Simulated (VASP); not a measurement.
Given:

```xyz
2
Lattice="3.0253 0.0000 0.0000 -1.5126 2.6200 0.0000 0.0000 0.0000 2.6186" Properties=species:S:1:pos:R:3 pbc="T T T"
B     -1.5126     2.6200     0.0000
P      1.5126     0.8733     1.3093
```

Calculation: r2SCAN meta-GGA, VASP's PBE PAW potentials (set 64) (plane waves; VASP). Numerical set-up: 520 eV cut-off, 15×15×15 Γ-centred mesh, tetrahedra with Blöchl corrections, potentials B P.

**Question.** Estimate the energy per atom (σ→0), band gap (over mesh and band path) with the smallest direct gap where there is one.

**Answer.** 
The band gap (over mesh and band path) is none (metal, semimetal or under 0.01 eV) and the energy per atom (σ→0) is -7.175 eV/atom.

Only differences to runs with the same potentials and settings are physical.

The structure was generated: BP was put into the WC type (P-6m2), which need not be its known phase. It was relaxed first, which changed the volume by +8 %.
